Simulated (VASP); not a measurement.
Computed with r2SCAN meta-GGA, VASP's PBE PAW potentials (set 64) (plane waves; VASP 6.6.1).

VASP ran on this input.

### INCAR
```
! general
SYSTEM  = V
PREC    = Accurate
ENCUT   = 480
LREAL   = F
LASPH   = T   ! aspherical one-centre terms

! electronic loop
EDIFF   = 1E-7   ! SCF stop (eV)
NELM    = 100   ! most electronic steps
ALGO    = Normal   ! blocked Davidson
LMAXMIX = 4
LMIXTAU = T

! smearing
ISMEAR  = 1   ! Methfessel-Paxton
SIGMA   = 0.1

! functional
METAGGA = R2SCAN

! ions
IBRION  = 2   ! conjugate gradients
NSW     = 40
ISIF    = 3
EDIFFG  = -0.01
PSTRESS = 150

! output
LWAVE   = F
LCHARG  = F
```

### KPOINTS
```
Regular mesh
0
G
 16 16 16
```

File POSCAR:
```
V
1
   -1.4890856504     1.4890856504     1.4890856504
    1.4890856504    -1.4890856504     1.4890856504
    1.4890856504     1.4890856504    -1.4890856504
V
1
Direct
  0.0000000000   0.0000000000   0.0000000000
```

POTCAR, in this order: V_sv (PBE.64 set). Program: vasp_std.

Task: What will the output report for the number of irreducible k-points (NKPTS), number of bands (NBANDS), largest plane-wave count, number of space-group operations, FFT grid (NGX, NGY, NGZ)?

Result: 
```yaml
number of irreducible k-points (NKPTS): 145
number of bands (NBANDS): 10
largest_plane_wave_count: 327
number_of_space_group_operations: 48
FFT grid (NGX, NGY, NGZ): 18 × 18 × 18
```

The compound is V in the bcc structure. This run relaxes it under an external pressure of 15 GPa. Symmetry was kept, so distortions that lower it aren't found. The run is not spin-polarised, so no magnetic state was tried.
